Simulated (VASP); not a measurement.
Given:

```
WS2
1.0
    1.60154    -2.77395     0.00000
    1.60154     2.77395     0.00000
    0.00000     0.00000    16.06437
W S
2 4
Cartesian
  1.60154   0.92465   4.01609
  1.60154  -0.92465  12.04828
  1.60154   0.92465  13.62118
  1.60154  -0.92465   5.58899
  1.60154  -0.92465   2.44319
  1.60154   0.92465  10.47538
```

These are revPBE GGA, VASP's PBE PAW potentials (set 64) (plane waves; VASP 6.6.1) values and carry that method's errors. Settings: 520 eV cut-off, 9×9×2 Γ-centred mesh, tetrahedra with Blöchl corrections, potentials W_sv S.

The cores are frozen, which limits the accuracy of field gradients. Without a dispersion term in the relaxation, distances and binding between the weakly bound layers, chains or molecules are unreliable, and so is what depends on them.

Give the principal components of the electric field gradient (V/Å²) and the asymmetry η at each nucleus.

```
atom   Vxx   Vyy     Vzz     η
----  ----  ----  ------  ----
W1    76.1  76.1  -152.2  0.00
W2    76.1  76.1  -152.2  0.00
S3    23.7  23.7   -47.4  0.00
S4    23.7  23.7   -47.4  0.00
S5    23.7  23.7   -47.4  0.00
S6    23.7  23.7   -47.4  0.00
```

The compound is WS2 in the 2H layered structure. It was relaxed first, which changed the volume by +35 %.
